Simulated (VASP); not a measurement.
# Ba3Ti4AlO12 (a cell with a defect) in VASP: settings compared

Aim: see how the results for Ba3Ti4AlO12 (a cell with a defect) move with the level of theory and the settings. Levels: PBE, r2SCAN. Tasks: electric field gradients.

Everything below comes from runs of VASP 6.6.1. Logs are shortened: lines on timing, memory, paths and dates and some standing lists are left out, and cuts for length are marked.

## (1) The crystal as given

The cell holds a defect, 20 atoms: a = 6.939 Å, b = 6.939 Å, c = 6.939 Å, α = 109.47°, β = 109.47°, γ = 109.47°.

## (2) Electric field gradients, PBE

File INCAR:

```
SYSTEM = Ba3Ti4AlO12
ALGO     = Normal         ! electronic algorithm
EDIFF    = 1E-8           ! SCF threshold, eV
ENCUT    = 520            ! plane-wave cutoff, eV
GGA      = PE             ! functional
ISIF     = 2              ! what is computed and relaxed
ISMEAR   = -1             ! smearing method
LASPH    = .True.         ! aspherical terms in the spheres
LCHARG   = .False.        ! write CHGCAR
LEFG     = .True.       
LREAL    = Auto         
LWAVE    = .False.        ! write WAVECAR
NBANDS   = 92             ! bands
NELECT   = 152.0        
NELM     = 60             ! most SCF steps
PREC     = Accurate       ! precision mode
SIGMA    = 0.01           ! smearing width, eV
```

File KPOINTS:

```
k-points
0
Gamma
  3 3 3
  0 0 0
```

File POSCAR:

```
Ba3Ti4AlO12
1.0
   -4.0060000000      4.0060000000      4.0060000000
    4.0060000000     -4.0060000000      4.0060000000
    4.0060000000      4.0060000000     -4.0060000000
Al Ba Ti O
1 3 4 12
Direct
    0.5000000000      0.5000000000      0.5000000000
    0.0000000000      0.0000000000      0.5000000000
    0.0000000000      0.5000000000      0.0000000000
    0.5000000000      0.0000000000      0.0000000000
    0.0000000000      0.0000000000      0.0000000000
    0.5000000000      0.5000000000      0.0000000000
    0.5000000000      0.0000000000      0.5000000000
    0.0000000000      0.5000000000      0.5000000000
    0.0000000000      0.2500000000      0.2500000000
    0.5000000000      0.7500000000      0.2500000000
    0.5000000000      0.2500000000      0.7500000000
    0.0000000000      0.7500000000      0.7500000000
    0.2500000000      0.0000000000      0.2500000000
    0.7500000000      0.5000000000      0.2500000000
    0.7500000000      0.0000000000      0.7500000000
    0.2500000000      0.5000000000      0.7500000000
    0.2500000000      0.2500000000      0.0000000000
    0.7500000000      0.7500000000      0.0000000000
    0.7500000000      0.2500000000      0.5000000000
    0.2500000000      0.7500000000      0.5000000000
```

Potentials or basis: VASP PAW PBE potentials, release 64 (Al, Ba_sv, Ti_sv, O).

On the command line:

```console
cat potpaw_PBE.64/Al/POTCAR potpaw_PBE.64/Ba_sv/POTCAR potpaw_PBE.64/Ti_sv/POTCAR potpaw_PBE.64/O/POTCAR > POTCAR
mpirun -np 1 vasp_std > vasp.out
```

OUTCAR:

```text
SYSTEM = Ba3Ti4AlO12
   EDIFF = 1E-8
   ENCUT = 520
   GGA = PE
   ISIF = 2
   ISMEAR = -1
   LASPH = .True.
   LREAL = Auto
   NELECT = 152.0
   NELM = 60
   PREC = Accurate

 ion  position               nearest neighbor table
   1  0.500  0.500  0.500-   2 4.01   3 4.01   4 4.01   4 4.01   3 4.01   2 4.01
   2  0.000  0.000  0.500-   9 2.83  11 2.83  12 2.83  13 2.83  15 2.83  16 2.83  17 2.83  19 2.83
                            20 2.83  18 2.83  14 2.83  10 2.83   5 3.47   5 3.47   6 3.47   8 3.47
   3  0.000  0.500  0.000-   9 2.83  10 2.83  12 2.83  13 2.83  14 2.83  16 2.83  17 2.83  18 2.83
                            20 2.83  19 2.83  15 2.83  11 2.83   5 3.47   8 3.47   6 3.47   5 3.47
   4  0.500  0.000  0.000-   9 2.83  10 2.83  11 2.83  13 2.83  14 2.83  15 2.83  17 2.83  18 2.83
                            19 2.83  20 2.83  16 2.83  12 2.83   5 3.47   7 3.47   6 3.47   6 3.47
   5  0.000  0.000  0.000-   9 2.00  12 2.00  13 2.00  15 2.00  17 2.00  18 2.00   2 3.47   3 3.47
                             4 3.47   2 3.47   3 3.47   4 3.47
   6  0.500  0.500  0.000-  10 2.00  11 2.00  14 2.00  16 2.00  17 2.00  18 2.00   2 3.47   3 3.47
                             4 3.47   4 3.47   3 3.47   2 3.47
   7  0.500  0.000  0.500-  10 2.00  11 2.00  13 2.00  15 2.00  19 2.00  20 2.00   2 3.47   3 3.47
                             4 3.47   4 3.47   2 3.47   3 3.47
   8  0.000  0.500  0.500-   9 2.00  12 2.00  14 2.00  16 2.00  19 2.00  20 2.00   2 3.47   3 3.47
                             4 3.47   3 3.47   2 3.47   4 3.47
   9  0.000  0.250  0.250-   5 2.00   8 2.00   2 2.83   3 2.83   4 2.83
  10  0.500  0.750  0.250-   6 2.00   7 2.00   2 2.83   4 2.83   3 2.83
  11  0.500  0.250  0.750-   6 2.00   7 2.00   3 2.83   4 2.83   2 2.83
  12  0.000  0.750  0.750-   5 2.00   8 2.00   4 2.83   2 2.83   3 2.83
  13  0.250  0.000  0.250-   5 2.00   7 2.00   2 2.83   4 2.83   3 2.83
  14  0.750  0.500  0.250-   6 2.00   8 2.00   2 2.83   3 2.83   4 2.83
  15  0.750  0.000  0.750-   5 2.00   7 2.00   4 2.83   2 2.83   3 2.83
  16  0.250  0.500  0.750-   6 2.00   8 2.00   3 2.83   4 2.83   2 2.83
  17  0.250  0.250  0.000-   5 2.00   6 2.00   3 2.83   4 2.83   2 2.83
  18  0.750  0.750  0.000-   5 2.00   6 2.00   4 2.83   2 2.83   3 2.83
  19  0.750  0.250  0.500-   7 2.00   8 2.00   2 2.83   3 2.83   4 2.83
  20  0.250  0.750  0.500-   7 2.00   8 2.00   2 2.83   4 2.83   3 2.83

  LATTYP: Found a body centered cubic cell.
 ALAT       =     8.0120000000

  Lattice vectors:

 A1 = (  -4.0060000000,   4.0060000000,   4.0060000000)
 A2 = (   4.0060000000,  -4.0060000000,   4.0060000000)
 A3 = (   4.0060000000,   4.0060000000,  -4.0060000000)

Analysis of symmetry for initial positions (statically):
=====================================================================
 Subroutine PRICEL returns:
 Original cell was already a primitive cell.

[... 565 lines left out ...]
  Total      -13.0784554    -13.0784554    -13.0784554     -0.0000000      0.0000000      0.0000000
  in kB      -81.4843510    -81.4843510    -81.4843510     -0.0000000      0.0000000      0.0000000
  external PRESSURE =     -81.4843510 kB  Pullay stress =       0.0000000 kB

 VOLUME and BASIS-vectors are now :
 -----------------------------------------------------------------------------
  energy-cutoff  :      520.00
  volume of cell :      257.15
      direct lattice vectors                 reciprocal lattice vectors
    -4.006000000  4.006000000  4.006000000     0.000000000  0.124812781  0.124812781
     4.006000000 -4.006000000  4.006000000     0.124812781  0.000000000  0.124812781
     4.006000000  4.006000000 -4.006000000     0.124812781  0.124812781  0.000000000

 POSITION                                       TOTAL-FORCE (eV/Angst)
 -----------------------------------------------------------------------------------
      2.00300      2.00300      2.00300        -0.000000     -0.000000      0.000000
      2.00300      2.00300     -2.00300         0.000000     -0.000000      0.000000
      2.00300     -2.00300      2.00300         0.000000     -0.000000      0.000000
     -2.00300      2.00300      2.00300        -0.000000     -0.000000      0.000000
      0.00000      0.00000      0.00000        -0.000000     -0.000000      0.000000
      0.00000      0.00000      4.00600         0.000000     -0.000000      0.000000
[... 12 lines left out ...]
      0.00000      4.00600      2.00300         0.432368     -0.432368     -0.000000
      4.00600      0.00000      2.00300        -0.432368      0.432368      0.000000
 -----------------------------------------------------------------------------------
    total drift:                                0.000000      0.000000     -0.000000

  FREE ENERGIE OF THE ION-ELECTRON SYSTEM (eV)
  ---------------------------------------------------
  free  energy   TOTEN  =      -160.1153091613 eV

  energy  without entropy=     -160.1132922722  energy(sigma->0) =     -160.11430072

 Electric field gradients (V/A^2)
---------------------------------------------------------------------
 ion       V_xx      V_yy      V_zz      V_xy      V_xz      V_yz
---------------------------------------------------------------------
   1      -0.000    -0.000    -0.000    -0.000    -0.000    -0.000
   2      15.513    15.513   -31.026    -0.000    -0.000    -0.000
   3      15.513   -31.026    15.513    -0.000    -0.000    -0.000
   4     -31.026    15.513    15.513    -0.000    -0.000    -0.000
   5       0.000     0.000     0.000     2.086     2.086     2.086
   6       0.000     0.000    -0.000     2.086    -2.088    -2.088
[... 12 lines left out ...]
  19      -4.783    -4.783     9.565   -27.189     0.002     0.002
  20      -4.783    -4.783     9.565   -27.189     0.002     0.002
---------------------------------------------------------------------

 Electric field gradients after diagonalization (V/A^2)
 (convention: |V_zz| > |V_xx| > |V_yy|)
----------------------------------------------------------------------
 ion       V_xx      V_yy      V_zz     asymmetry (V_yy - V_xx)/ V_zz
----------------------------------------------------------------------
   1       0.000     0.000    -0.000       0.000
   2      15.513    15.513   -31.026       0.000
   3      15.513    15.513   -31.026       0.000
   4      15.513    15.513   -31.026       0.000
   5      -2.086    -2.086     4.172       0.000
   6      -2.089    -2.086     4.175       0.001
[... 12 lines left out ...]
  19      22.406     9.565   -31.971       0.402
  20      22.406     9.565   -31.971       0.402
----------------------------------------------------------------------

           NMR quadrupolar parameters

 Cq : quadrupolar parameter    Cq=e*Q*V_zz/h
 eta: asymmetry parameters     (V_yy - V_xx)/ V_zz
 Q  : nuclear electric quadrupole moment in mb (millibarn)
----------------------------------------------------------------------
 ion       Cq(MHz)       eta       Q (mb)
----------------------------------------------------------------------
   1      -0.000       0.000       1.000
   2      -0.075       0.000       1.000
   3      -0.075       0.000       1.000
   4      -0.075       0.000       1.000
   5       0.010       0.000       1.000
   6       0.010       0.001       1.000
[... 12 lines left out ...]
  19      -0.077       0.402       1.000
  20      -0.077       0.402       1.000
----------------------------------------------------------------------
```

OSZICAR:

```text
N       E                     dE             d eps       ncg     rms          rms(c)
DAV:   1     0.201674743035E+04    0.20167E+04   -0.74421E+04   736   0.177E+03
DAV:   2     0.198207160207E+03   -0.18185E+04   -0.17267E+04   764   0.519E+02
DAV:   3    -0.178368458584E+03   -0.37658E+03   -0.36628E+03   936   0.217E+02
[... 13 lines left out ...]
DAV:  17    -0.160115309259E+03    0.71900E-06   -0.41534E-06   960   0.120E-02    0.172E-03
DAV:  18    -0.160115309238E+03    0.20418E-07   -0.28632E-07   984   0.194E-03    0.206E-03
DAV:  19    -0.160115309190E+03    0.48478E-07   -0.25481E-07   880   0.289E-03    0.346E-04
DAV:  20    -0.160115309164E+03    0.25564E-07   -0.17459E-08   584   0.568E-04    0.126E-04
DAV:  21    -0.160115309161E+03    0.30377E-08   -0.31628E-09   440   0.241E-04
   1 F= -.16011531E+03 E0= -.16011430E+03  d E =-.201689E-02
```

Wall time 4.2 min (1 thread of Intel Xeon Platinum 8488C (Sapphire Rapids), shared host); peak memory 0.42 GiB.

What came out:

| Item | Value |
| --- | --- |
| Free energy | -160.1153 eV |
| Largest force | 0.611 eV/Å |
| Band gap on the k mesh | none (metal or under the smearing width) |

Forces in eV/Å, atoms in the order of the input:
```
Al   0.000  0.000  0.000
Ba   0.000  0.000  0.000
Ba   0.000  0.000  0.000
Ba   0.000  0.000  0.000
Ti   0.000  0.000  0.000
Ti   0.000  0.000  0.000
Ti   0.000  0.000  0.000
Ti   0.000  0.000  0.000
O    0.000  0.432  0.432
O    0.000  0.432 -0.432
O    0.000 -0.432  0.432
O    0.000 -0.432 -0.432
O    0.432  0.000  0.432
O    0.432  0.000 -0.432
O   -0.432  0.000 -0.432
O   -0.432  0.000  0.432
O    0.432  0.432  0.000
O   -0.432 -0.432  0.000
O    0.432 -0.432  0.000
O   -0.432  0.432  0.000
```

Electric field gradients, principal values (V/Å²):
```
atom     Vxx     Vyy      Vzz
1 Al   0.000   0.000    0.000
2 Ba  15.513  15.513  -31.026
3 Ba  15.513  15.513  -31.026
4 Ba  15.513  15.513  -31.026
5 Ti  -2.086  -2.086    4.172
6 Ti  -2.086  -2.089    4.175
7 Ti  -2.086  -2.089    4.175
8 Ti  -2.086  -2.089    4.175
 9 O   9.565  22.411  -31.976
10 O   9.565  22.406  -31.971
11 O   9.565  22.406  -31.971
12 O   9.565  22.411  -31.976
13 O   9.565  22.411  -31.976
14 O   9.565  22.406  -31.971
15 O   9.565  22.411  -31.976
16 O   9.565  22.406  -31.971
17 O   9.565  22.411  -31.976
18 O   9.565  22.411  -31.976
19 O   9.565  22.406  -31.971
20 O   9.565  22.406  -31.971
```

Caveat: the k mesh is coarse (spacing up to 0.37 Å⁻¹), so the values aren't converged; the cell carries a net charge on a neutralising background, which shifts energy and pressure; the cell is charged against a uniform background, so pressure and absolute levels hang on convention; semilocal functionals often make such compounds metallic where correlation or magnetic order opens a gap, which also shifts bond lengths.

## (3) Electric field gradients, r2SCAN

File POSCAR:

```
Ba3Ti4AlO12
1.0
   -4.0060000000      4.0060000000      4.0060000000
    4.0060000000     -4.0060000000      4.0060000000
    4.0060000000      4.0060000000     -4.0060000000
Al Ba Ti O
1 3 4 12
Direct
    0.5000000000      0.5000000000      0.5000000000
    0.0000000000      0.0000000000      0.5000000000
    0.0000000000      0.5000000000      0.0000000000
    0.5000000000      0.0000000000      0.0000000000
    0.0000000000      0.0000000000      0.0000000000
    0.5000000000      0.5000000000      0.0000000000
    0.5000000000      0.0000000000      0.5000000000
    0.0000000000      0.5000000000      0.5000000000
    0.0113162046      0.2556581023      0.2556581023
    0.5000000000      0.7443418977      0.2556581023
    0.5000000000      0.2556581023      0.7443418977
   -0.0113162046      0.7443418977      0.7443418977
    0.2556581023      0.0113162046      0.2556581023
    0.7443418977      0.5000000000      0.2556581023
    0.7443418977     -0.0113162046      0.7443418977
    0.2556581023      0.5000000000      0.7443418977
    0.2556581023      0.2556581023      0.0113162046
    0.7443418977      0.7443418977     -0.0113162046
    0.7443418977      0.2556581023      0.5000000000
    0.2556581023      0.7443418977      0.5000000000
```

File INCAR.step1:

```
SYSTEM = Ba3Ti4AlO12
PREC = Accurate
ENCUT = 520
ISMEAR = -1
SIGMA = 0.01
LREAL = Auto
LASPH = .True.
NELM = 80
NELECT = 152.0
NBANDS = 92
GGA = PE
ALGO = Normal
EDIFF = 1E-4
LWAVE = .True.
LCHARG = .False.
```

File INCAR.step2:

```
SYSTEM = Ba3Ti4AlO12
PREC = Accurate
ENCUT = 520
EDIFF = 1E-8
ISMEAR = -1
SIGMA = 0.01
LREAL = Auto
LASPH = .True.
NELM = 80
ALGO = Normal
ISIF = 2
LWAVE = .False.
LCHARG = .False.
METAGGA = R2SCAN
LMIXTAU = .True.
LEFG = .True.
NELECT = 152.0
NBANDS = 92
ISTART = 1
```

File KPOINTS:

```
Automatic mesh
0
Gamma
  3 3 3
  0 0 0
```

Potentials or basis: VASP PAW PBE potentials, release 64 (Al, Ba_sv, Ti_sv, O).

On the command line:

```console
cat potpaw_PBE.64/Al/POTCAR potpaw_PBE.64/Ba_sv/POTCAR potpaw_PBE.64/Ti_sv/POTCAR potpaw_PBE.64/O/POTCAR > POTCAR
cp INCAR.step1 INCAR
mpirun -np 1 vasp_std > vasp.out
cp INCAR.step2 INCAR
mpirun -np 1 vasp_std > vasp.out
```

OUTCAR:

```text
SYSTEM = Ba3Ti4AlO12
   PREC = Accurate
   ENCUT = 520
   EDIFF = 1E-8
   ISMEAR = -1
   LREAL = Auto
   LASPH = .True.
   NELM = 80
   ISIF = 2
   METAGGA = R2SCAN
   NELECT = 152.0
   ISTART = 1

 ion  position               nearest neighbor table
   1  0.500  0.500  0.500-   2 4.01   3 4.01   4 4.01   4 4.01   3 4.01   2 4.01
   2  0.000  0.000  0.500-   9 2.83  12 2.83  13 2.83  15 2.83  11 2.83  16 2.83  14 2.83  10 2.83
                            17 2.90  18 2.90  20 2.90  19 2.90   8 3.47   5 3.47   5 3.47   8 3.47
   3  0.000  0.500  0.000-   9 2.83  12 2.83  17 2.83  18 2.83  10 2.83  20 2.83  19 2.83  11 2.83
                            15 2.90  13 2.90  14 2.90  16 2.90   8 3.47   8 3.47   5 3.47   5 3.47
   4  0.500  0.000  0.000-  13 2.83  15 2.83  17 2.83  18 2.83  14 2.83  19 2.83  20 2.83  16 2.83
[... 670 lines left out ...]

 Electric field gradients after diagonalization (V/A^2)
 (convention: |V_zz| > |V_xx| > |V_yy|)
----------------------------------------------------------------------
 ion       V_xx      V_yy      V_zz     asymmetry (V_yy - V_xx)/ V_zz
----------------------------------------------------------------------
   1       0.000     0.000    -0.000       0.000
   2      35.221    35.220   -70.441       0.000
   3      35.221    35.220   -70.441       0.000
   4      35.221    35.220   -70.441       0.000
   5       4.209     4.209    -8.417       0.000
   6       4.208     4.206    -8.414       0.000
[... 12 lines left out ...]
  19      18.560    14.731   -33.291       0.115
  20      18.560    14.731   -33.291       0.115
----------------------------------------------------------------------

           NMR quadrupolar parameters

 Cq : quadrupolar parameter    Cq=e*Q*V_zz/h
 eta: asymmetry parameters     (V_yy - V_xx)/ V_zz
 Q  : nuclear electric quadrupole moment in mb (millibarn)
----------------------------------------------------------------------
 ion       Cq(MHz)       eta       Q (mb)
----------------------------------------------------------------------
   1      -0.000       0.000       1.000
   2      -0.170       0.000       1.000
   3      -0.170       0.000       1.000
   4      -0.170       0.000       1.000
   5      -0.020       0.000       1.000
   6      -0.020       0.000       1.000
[... 12 lines left out ...]
  19      -0.080       0.115       1.000
  20      -0.080       0.115       1.000
----------------------------------------------------------------------
```

OSZICAR.step1:

```text
N       E                     dE             d eps       ncg     rms          rms(c)
DAV:   1     0.201533221705E+04    0.20153E+04   -0.74404E+04   736   0.177E+03
DAV:   2     0.187234080357E+03   -0.18281E+04   -0.17343E+04   772   0.519E+02
DAV:   3    -0.179118192603E+03   -0.36635E+03   -0.35831E+03   952   0.216E+02
DAV:   4    -0.203822966045E+03   -0.24705E+02   -0.24614E+02   960   0.596E+01
DAV:   5    -0.205399943479E+03   -0.15770E+01   -0.15761E+01  1200   0.125E+01    0.451E+01
DAV:   6    -0.161228457179E+03    0.44171E+02   -0.26062E+02  1020   0.771E+01    0.192E+01
DAV:   7    -0.161207676569E+03    0.20781E-01   -0.47069E+01  1000   0.270E+01    0.114E+01
DAV:   8    -0.160383409149E+03    0.82427E+00   -0.57320E+00   960   0.122E+01    0.487E+00
DAV:   9    -0.160357859262E+03    0.25550E-01   -0.11897E+00  1012   0.428E+00    0.186E+00
DAV:  10    -0.160373096988E+03   -0.15238E-01   -0.20352E-01   960   0.181E+00    0.783E-01
DAV:  11    -0.160368097690E+03    0.49993E-02   -0.90319E-02   996   0.129E+00    0.523E-01
DAV:  12    -0.160364683827E+03    0.34139E-02   -0.24501E-02   960   0.828E-01    0.133E-01
DAV:  13    -0.160364566856E+03    0.11697E-03   -0.15649E-03   820   0.192E-01    0.313E-02
DAV:  14    -0.160364596862E+03   -0.30006E-04   -0.14438E-04   512   0.564E-02
   1 F= -.16036460E+03 E0= -.16036457E+03  d E =-.488741E-04
```

Run time: 9.9 min. Hardware: 1 thread of Intel Xeon Platinum 8488C (Sapphire Rapids), shared host; peak memory 0.45 GiB.

Results:

```
Free energy            : -274.8913 eV
Largest force          : 0.091 eV/Å
Band gap on the k mesh : 0.59 eV, indirect (least direct gap 0.64 eV)
```

Forces in eV/Å, atoms in the order of the input:
```
Al   0.000  0.000  0.000
Ba   0.000  0.000  0.000
Ba   0.000  0.000  0.000
Ba   0.000  0.000  0.000
Ti   0.000  0.000  0.000
Ti   0.000  0.000  0.000
Ti   0.000  0.000  0.000
Ti   0.000  0.000  0.000
O    0.000  0.064  0.064
O    0.000  0.064 -0.064
O    0.000 -0.064  0.064
O    0.000 -0.064 -0.064
O    0.064  0.000  0.064
O    0.064  0.000 -0.064
O   -0.064  0.000 -0.064
O   -0.064  0.000  0.064
O    0.064  0.064  0.000
O   -0.064 -0.064  0.000
O    0.064 -0.064  0.000
O   -0.064  0.064  0.000
```

Electric field gradients, principal values (V/Å²):
| atom | Vxx | Vyy | Vzz |
| --- | --- | --- | --- |
| 1 Al | 0.000 | 0.000 | 0.000 |
| 2 Ba | 35.220 | 35.221 | -70.441 |
| 3 Ba | 35.220 | 35.221 | -70.441 |
| 4 Ba | 35.220 | 35.221 | -70.441 |
| 5 Ti | 4.209 | 4.209 | -8.417 |
| 6 Ti | 4.206 | 4.208 | -8.414 |
| 7 Ti | 4.206 | 4.208 | -8.414 |
| 8 Ti | 4.206 | 4.208 | -8.414 |
| 9 O | 14.731 | 18.559 | -33.290 |
| 10 O | 14.731 | 18.560 | -33.291 |
| 11 O | 14.731 | 18.560 | -33.291 |
| 12 O | 14.731 | 18.559 | -33.290 |
| 13 O | 14.731 | 18.559 | -33.290 |
| 14 O | 14.731 | 18.560 | -33.291 |
| 15 O | 14.731 | 18.559 | -33.290 |
| 16 O | 14.731 | 18.560 | -33.291 |
| 17 O | 14.731 | 18.559 | -33.290 |
| 18 O | 14.731 | 18.559 | -33.290 |
| 19 O | 14.731 | 18.560 | -33.291 |
| 20 O | 14.731 | 18.560 | -33.291 |

Caveat: the cell carries a net charge on a neutralising background, which shifts energy and pressure; the cell is charged against a uniform background, so pressure and absolute levels hang on convention; the PAW data sets were made with another functional, which shifts forces and pressure a little; spin-orbit coupling is left out, which moves the levels of the heavy elements.
